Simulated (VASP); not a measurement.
Set up this calculation in VASP 6.6.1, as the native input.

- Task: band structure
- Functional: PBE
- Potentials or basis: VASP PAW PBE potentials, release 64 (Al, N)
- Cutoff: 520 eV
- k mesh: 10 × 10 × 10
- Occupations: gaussian, width 0.02 eV
- Spin: no spin polarisation
- Further INCAR settings: ALGO = Normal; EDIFF = 1e-06; NBANDS = 11

AlN:

```xyz
2
Lattice="0.0000 2.1900 2.1900 2.1900 0.0000 2.1900 2.1900 2.1900 0.0000" Properties=species:S:1:pos:R:3 pbc="T T T"
Al    0.0000    0.0000    0.0000
N     1.0950    1.0950    1.0950
```

The cell was built by a generator and needn't be a form met in nature.

The input as run:

POSCAR

```
AlN
1.0
    0.0000000000      2.1900000000      2.1900000000
    2.1900000000      0.0000000000      2.1900000000
    2.1900000000      2.1900000000      0.0000000000
Al N
1 1
Direct
    0.0000000000      0.0000000000      0.0000000000
    0.2500000000      0.2500000000      0.2500000000
```

INCAR.step1

```
SYSTEM = AlN
ALGO = Normal
EDIFF = 1E-6
ENCUT = 520
GGA = PE
ISIF = 2
ISMEAR = 0
LASPH = .TRUE.
LCHARG = .TRUE.
LREAL = .FALSE.
LWAVE = .FALSE.
NBANDS = 11
NELM = 60
PREC = Accurate
SIGMA = 0.02
```

KPOINTS.step1

```
k-points
0
G
  10 10 10
  0 0 0
```

INCAR.step2

```
SYSTEM = AlN
ALGO = Normal
EDIFF = 1E-6
ENCUT = 520
GGA = PE
ICHARG = 11
ISIF = 2
ISMEAR = 0
LASPH = .TRUE.
LCHARG = .FALSE.
LREAL = .FALSE.
LWAVE = .FALSE.
NBANDS = 11
NELM = 60
PREC = Accurate
SIGMA = 0.05
```

KPOINTS.step2

```
path GXWKGLUWLK,UX
10
line-mode
reciprocal
 0.0000000000  0.0000000000  0.0000000000  G
 0.5000000000  0.0000000000  0.5000000000  X

 0.5000000000  0.0000000000  0.5000000000  X
 0.5000000000  0.2500000000  0.7500000000  W

 0.5000000000  0.2500000000  0.7500000000  W
 0.3750000000  0.3750000000  0.7500000000  K

 0.3750000000  0.3750000000  0.7500000000  K
 0.0000000000  0.0000000000  0.0000000000  G

 0.0000000000  0.0000000000  0.0000000000  G
 0.5000000000  0.5000000000  0.5000000000  L

 0.5000000000  0.5000000000  0.5000000000  L
 0.6250000000  0.2500000000  0.6250000000  U

 0.6250000000  0.2500000000  0.6250000000  U
 0.5000000000  0.2500000000  0.7500000000  W

 0.5000000000  0.2500000000  0.7500000000  W
 0.5000000000  0.5000000000  0.5000000000  L

 0.5000000000  0.5000000000  0.5000000000  L
 0.3750000000  0.3750000000  0.7500000000  K

 0.6250000000  0.2500000000  0.6250000000  U
 0.5000000000  0.0000000000  0.5000000000  X
```

Potentials or basis: VASP PAW PBE potentials, release 64 (Al, N).

Run with:

```bash
$ cat potpaw_PBE.64/Al/POTCAR potpaw_PBE.64/N/POTCAR > POTCAR
$ cp INCAR.step1 INCAR
$ cp KPOINTS.step1 KPOINTS
$ mpirun -np 1 vasp_std > vasp.out
$ cp INCAR.step2 INCAR
$ cp KPOINTS.step2 KPOINTS
$ mpirun -np 1 vasp_std > vasp.out
```

It gave:

| Property | Result |
| --- | --- |
| Band gap on the k mesh | 3.31 eV, indirect (least direct gap 4.12 eV) |
| Band gap along the path | 3.31 eV, indirect (least direct gap 4.12 eV) |

Caveat: the log is that of the step along the path at fixed density, whose energy, stress, charges and moments have no meaning.

It took 6.7 s on 1 thread of Intel(R) Xeon(R) 6975P-C (Granite Rapids), on a shared host, peak memory 0.14 GiB.
